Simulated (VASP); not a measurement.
VASP input:

INCAR:
```
SYSTEM = SiO2
PREC = Accurate
ENCUT = 400
EDIFF = 1E-6
NELM = 100
ALGO = Normal
LREAL = .FALSE.
LASPH = .TRUE.
ISMEAR = 0
SIGMA = 0.272
GGA = PE
LWAVE = .FALSE.
LCHARG = .FALSE.
ISIF = 2
```

**KPOINTS**
```
K-points
0
gamma
 13 13 1
```

POSCAR:
```
SiO2
1
    2.3550190000     0.0000000000     0.0000000000
   -1.1775100000     2.0395060000     0.0000000000
    0.0000000000     0.0000000000    16.2442210000
Si O
1 2
Direct
  0.6666670000   0.3333330000   0.5000000000
  0.3333330000   0.6666670000   0.4309220000
  0.3333330000   0.6666670000   0.5690780000
```

POTCAR, in this order: Si O (PBE.64 set). Program: vasp_std.

Q: Write an equivalent input for Ansatz.

A: One equivalent input (not run):
Ansatz 0.2 input:
```yaml
crystal:
  lattice:
    - [2.3550190, 0.0000000, 0.0000000]
    - [-1.1775100, 2.0395060, 0.0000000]
    - [0.0000000, 0.0000000, 16.2442210]
  atoms:
    - { symbol: Si, position: [0.6666670, 0.3333330, 0.5000000] }
    - { symbol: O, position: [0.3333330, 0.6666670, 0.4309220] }
    - { symbol: O, position: [0.3333330, 0.6666670, 0.5690780] }
kpoints:
  mp_grid: { grid: [13, 13, 1] }
hamiltonian:
  xc: pbe
  pseudopotentials: { kind: paw }
scf:
  occupations: { method: gaussian, width: 0.272 }
  max_iter: 100
output: { forces: true, stress: true, eigenvalues: true }
```
Limits of the translation: each code has its own PAW files, so the cut-off isn't converted (ENCUT is set for VASP's; basis.ecutwfc is left out, and Ansatz then takes the one that its files recommend); Ansatz stops its SCF on the density residual and VASP on the energy change (EDIFF).

The cell is a sheet with vacuum, built from a generated structure.
